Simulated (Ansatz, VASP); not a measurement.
# PbSeS: VASP beside Ansatz, part 3 of 3

One calculation is typed for both programs; each brings its own data sets. How far apart do they land? The cell is invented: As first built, before any earlier steps moved the atoms (in the runner's words): it takes the HfSeS structure with some of its atoms replaced by other elements, volume scaled by an estimate. It may not be a known or stable phase. The cell is taken from a series of VASP runs on this material, whose earlier steps may have relaxed, scaled or displaced it; both programs get it as it stands. Valence electrons are named where the data sets of a main pair hold unlike numbers.

VASP 6.6.1 and Ansatz 0.2.0.

So far. Step 4 (Side by side): The forces differ by 13 meV/Å r.m.s., which is 8.6 % of the r.m.s. force of 0.155 eV/Å (both taken over all components). Among the levels compared at these points, filled levels agree within 16 meV and empty ones within 20 meV.

## Step 10: VASP: band structure, r2SCAN, spin-orbit coupling (continued)

Level of this step: r2SCAN, spin-orbit coupling; plane waves and PAW (Pb_d, Se, S); invented cell (VASP).

Numbers of over 12 decimals in the logs are rounded to 6 here.

OUTCAR, selected parts (step 10):

```text
  Total       -1.0670334     -1.0670337     -0.9930274     -0.0000000      0.0000000      0.0000000
  in kB      -18.7006285    -18.7006337    -17.4036116     -0.0000000      0.0000000      0.0000000
  external PRESSURE =     -18.2682913 kB  Pullay stress =       0.0000000 kB

 POSITION                                       TOTAL-FORCE (eV/Angst)
 -----------------------------------------------------------------------------------
      0.00000      0.00000      6.70932         0.000000     -0.000000      0.046930
     -0.00000      2.28128      1.62442        -0.000000     -0.000000     -0.210411
      1.97565      1.14064      5.18865         0.000000      0.000000      0.163480
 -----------------------------------------------------------------------------------
    total drift:                               -0.000003      0.000003      0.000302

  FREE ENERGIE OF THE ION-ELECTRON SYSTEM (eV)
  ---------------------------------------------------
  free  energy   TOTEN  =       -79.2110110328 eV

  energy  without entropy=      -79.2110110328  energy(sigma->0) =      -79.21101103

 magnetization (x)
# of ion       s       p       d       tot
------------------------------------------
    1        0.000   0.000   0.000   0.000
    2        0.000   0.000   0.000   0.000
    3        0.000   0.000   0.000   0.000
--------------------------------------------------
tot          0.000   0.000   0.000   0.000

 magnetization (y)
# of ion       s       p       d       tot
------------------------------------------
    1        0.000   0.000   0.000   0.000
    2        0.000   0.000   0.000   0.000
    3        0.000   0.000   0.000   0.000
--------------------------------------------------
tot          0.000   0.000   0.000   0.000

 magnetization (z)
# of ion       s       p       d       tot
------------------------------------------
    1        0.000   0.000   0.000   0.000
    2        0.000   0.000   0.000   0.000
    3       -0.000   0.000   0.000  -0.000
--------------------------------------------------
tot         -0.000   0.000   0.000  -0.000

[... 1 part as in an earlier step ...]

[... 2 further parts left out ...]
[key lines of the parts left out:]
E-fermi :   2.3212
```

VASP adds spin-orbit coupling inside the spheres on scalar-relativistic partial waves, which describe the 6p1/2 states imperfectly, so such gaps can be off by a tenth of an eV or more.

## Step 11: Differences

What differs besides the data sets and the points named for the pairs above, as far as they apply: spin-orbit coupling enters by fully relativistic files in Ansatz and inside the spheres in VASP; the data sets hold 36 valence electrons in Ansatz (on its fully relativistic PAW (standard-fr) files) and 26 in VASP. Total energies have different zeros and are not compared.

Compared:

```
                     quantity  Ansatz   VASP  difference
               pressure (GPa)   -1.92  -1.83       -0.10
gap over the path points (eV)   0.240  0.225      +0.015
```

Forces (eV/Å; atoms numbered as in POSCAR):

```
atom        Ansatz x, y, z          VASP x, y, z
 Pb1   0.000, 0.000, 0.059   0.000, 0.000, 0.047
 Se2  0.000, 0.000, -0.242  0.000, 0.000, -0.210
  S3   0.000, 0.000, 0.183   0.000, 0.000, 0.163
```

Levels at points of the path, from each program's valence-band top (eV; 8 filled, then empty):

```
k (reciprocal lattice)                                                                         Ansatz                                                                           VASP
     0.000 0.000 0.000  -0.88 -0.88 -0.63 -0.63 -0.27 -0.27 -0.04 -0.04 0.38 0.38 3.05 3.05 4.72 4.72  -0.88 -0.88 -0.62 -0.62 -0.26 -0.26 -0.04 -0.04 0.36 0.36 3.16 3.16 4.76 4.76
     0.133 0.000 0.000  -1.38 -1.30 -1.02 -0.98 -0.58 -0.47 -0.16 -0.14 1.07 1.16 3.47 3.58 4.85 4.97  -1.36 -1.29 -1.02 -0.99 -0.57 -0.47 -0.15 -0.14 1.06 1.15 3.60 3.71 4.86 4.97
     0.300 0.000 0.000  -2.30 -2.29 -1.89 -1.89 -0.60 -0.58 -0.26 -0.26 0.94 0.98 3.91 4.05 5.57 5.67  -2.28 -2.27 -1.89 -1.89 -0.60 -0.58 -0.26 -0.26 0.93 0.97 4.00 4.13 5.62 5.71
     0.467 0.000 0.000  -2.59 -2.58 -2.19 -2.19 -0.88 -0.88 -0.36 -0.36 0.53 0.54 4.02 4.04 5.76 5.77  -2.56 -2.55 -2.19 -2.19 -0.88 -0.88 -0.36 -0.36 0.51 0.52 4.10 4.12 5.81 5.82
     0.467 0.067 0.000  -2.67 -2.60 -2.28 -2.23 -0.91 -0.89 -0.53 -0.49 0.58 0.64 4.20 4.22 5.76 5.78  -2.64 -2.58 -2.29 -2.24 -0.91 -0.89 -0.53 -0.49 0.57 0.63 4.28 4.30 5.80 5.82
     0.411 0.178 0.000  -3.02 -2.89 -2.50 -2.37 -1.11 -1.01 -0.89 -0.86 0.83 0.91 4.87 4.96 5.97 6.03  -3.01 -2.88 -2.50 -2.37 -1.11 -1.01 -0.89 -0.86 0.82 0.90 4.98 5.07 5.98 6.04
     0.356 0.289 0.000  -3.23 -3.07 -2.85 -2.72 -1.25 -1.16 -1.01 -0.96 0.87 0.95 5.27 5.41 6.36 6.45  -3.23 -3.08 -2.85 -2.73 -1.25 -1.15 -1.01 -0.96 0.85 0.93 5.40 5.53 6.36 6.45
     0.289 0.289 0.000  -3.21 -3.13 -2.65 -2.54 -1.35 -1.25 -0.88 -0.83 0.90 0.98 5.19 5.33 6.29 6.39  -3.21 -3.14 -2.64 -2.54 -1.35 -1.25 -0.88 -0.83 0.89 0.96 5.33 5.45 6.29 6.39
     0.178 0.178 0.000  -2.86 -2.80 -1.56 -1.51 -1.09 -1.02 -0.40 -0.38 1.20 1.28 4.37 4.55 5.51 5.67  -2.86 -2.81 -1.55 -1.51 -1.09 -1.02 -0.39 -0.38 1.19 1.26 4.50 4.68 5.51 5.67
     0.067 0.067 0.000  -1.45 -1.28 -0.85 -0.73 -0.57 -0.40 -0.22 -0.19 0.97 1.07 3.43 3.52 4.78 4.87  -1.44 -1.28 -0.84 -0.73 -0.56 -0.40 -0.21 -0.19 0.96 1.06 3.56 3.65 4.79 4.88
```

The forces differ by 13 meV/Å r.m.s., which is 14.3 % of the r.m.s. force of 0.090 eV/Å (both taken over all components). Among the levels compared at these points, filled levels agree within 26 meV and empty ones within 134 meV.

## Step 12: What the set-up changes

Further runs change the set-up of one program: Ansatz's method, potentials or start, or VASP's data sets, cutoff or form of LDA. The table gives Ansatz less VASP for each quantity, since a change that brings one quantity closer may part another.

```
                                        run  r.m.s. force difference (meV/Å)  pressure (GPa)  gap over the path points (eV)
                                   as above                               13          -0.098                          0.015
                       cores kept as stored                               13          -0.095                          0.015
    Ansatz's larger PAW set (cutoff 700 eV)                               11          -0.078                          0.012
norm-conserving potentials (cutoff 1230 eV)                              7.5          -0.046                         0.0015
```

## Step 13: Results

```yaml
r_m_s_force_difference_band_structure_lda: 13 meV/Å
largest_difference_of_a_filled_level_at_the_path_points_band_structure_r2scan: 4.4 meV
r_m_s_force_difference_band_structure_r2scan_spin_orbit_coupling: 13 meV/Å
```

What this shows: The r.m.s. force difference is 13 meV/Å (band structure, LDA), beyond the 12 meV/Å picked in this series as the mark of a large difference. The data sets hold unlike numbers of valence electrons (36 in Ansatz and 26 in VASP), so part of the differences comes from the potentials. Band structure, LDA, Ansatz's larger PAW set (cutoff 700 eV): the difference in pressure goes from -0.13 to -0.094 GPa. Band structure, LDA, norm-conserving potentials (cutoff 1170 eV): r.m.s. force difference goes from 13 to 5.6 meV/Å; the difference in pressure goes from -0.13 to -0.021 GPa; the difference in gap over the path points goes from -0.012 to -0.021 eV. Band structure, r2SCAN, spin-orbit coupling, norm-conserving potentials (cutoff 1230 eV): r.m.s. force difference goes from 13 to 7.5 meV/Å; the difference in pressure goes from -0.098 to -0.046 GPa; the difference in gap over the path points goes from 0.015 to 0.0015 eV. 2 further runs of this series are not shown here. Such differences can come from data sets, numerical settings and the points named under the comparisons, not from the functional's error against experiment.

[Lines on the potential files, build, host, timing and source positions are cut from VASP's logs without a mark.]

[Logs are printed without paths, hosts, clocks, repeated set-up lines and the standing remarks that a program may print on its own settings, such as how far it seeks lower states.]

[Hosts, paths, dates, database ids (printed as entryN), source tags and the programs' standing remarks are cut or masked in the printed files.]
